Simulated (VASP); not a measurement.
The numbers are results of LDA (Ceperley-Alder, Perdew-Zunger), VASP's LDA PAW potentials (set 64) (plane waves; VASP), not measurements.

The input files of a VASP run:

**KPOINTS**
```
kpoints
0
gamma
  5 5 5
```

### INCAR
```
SYSTEM = ZnCu2SnS4
PREC = Accurate
ENCUT = 300
EDIFF = 1E-6
NELM = 100
ALGO = Normal
LREAL = .FALSE.
LASPH = .TRUE.
ISMEAR = 0
SIGMA = 0.1
LMAXMIX = 4
LWAVE = .FALSE.
LCHARG = .FALSE.
ISIF = 2
```

**POSCAR**
```
ZnCu2SnS4
1
   -2.6984900000     2.6984900000     5.3955900000
    2.6984900000    -2.6984900000     5.3955900000
    2.6984900000     2.6984900000    -5.3955900000
Zn Cu Sn S
1 2 1 4
Direct
  0.0000000000   0.0000000000   0.0000000000
  0.2500000000   0.7500000000   0.5000000000
  0.7500000000   0.2500000000   0.5000000000
  0.5000000000   0.5000000000   0.0000000000
  0.8912200000   0.3753000000   0.0000000000
  0.6247000000   0.6247000000   0.5159200000
  0.3753000000   0.8912200000   0.0000000000
  0.1087800000   0.1087800000   0.4840800000
```

POTCAR, in this order: Zn Cu Sn_d S (LDA.64 set). Program: vasp_std.

At this cut-off the stress carries a Pulay error, which pulls relaxed volumes low. Unless said otherwise, spin-orbit coupling is left out, though it shifts the bands of the heavy elements here.

### Question
What does the run give for the energy per atom (σ→0), pressure, largest force, band gap (on the k-mesh)?

### Answer

```yaml
energy per atom (σ→0): -4.793 eV/atom
band gap (on the k-mesh): none (metal, semimetal or under 0.01 eV)
pressure: -3.79 GPa
largest_force: 0.200 eV/Å
```

**OSZICAR**
```
...
DAV:   9    -0.383456120532E+02    0.16930E+00   -0.16652E+00  2216   0.220E+01    0.782E-01
DAV:  10    -0.383412362040E+02    0.43758E-02   -0.11826E-01  2336   0.575E+00    0.220E-01
DAV:  11    -0.383420967299E+02   -0.86053E-03   -0.11631E-02  1893   0.569E-01    0.139E-01
DAV:  12    -0.383421534820E+02   -0.56752E-04   -0.14103E-03  2496   0.565E-01    0.742E-02
DAV:  13    -0.383420700203E+02    0.83462E-04   -0.49598E-04  2402   0.417E-01    0.362E-02
DAV:  14    -0.383420673690E+02    0.26513E-05   -0.78934E-05  1968   0.432E-02    0.223E-02
DAV:  15    -0.383420670059E+02    0.36311E-06   -0.89121E-06  2280   0.332E-02
   1 F= -.38342067E+02 E0= -.38341371E+02  d E =-.139272E-02
```

The structure comes from a computed database's ZnCu2SnS4 entry (I-42m); how it stands against other phases isn't given here. The cell was not relaxed at this level. The k-mesh is coarse (spacing up to 0.33 per Å, 2π included), so the numbers may not be converged in it.
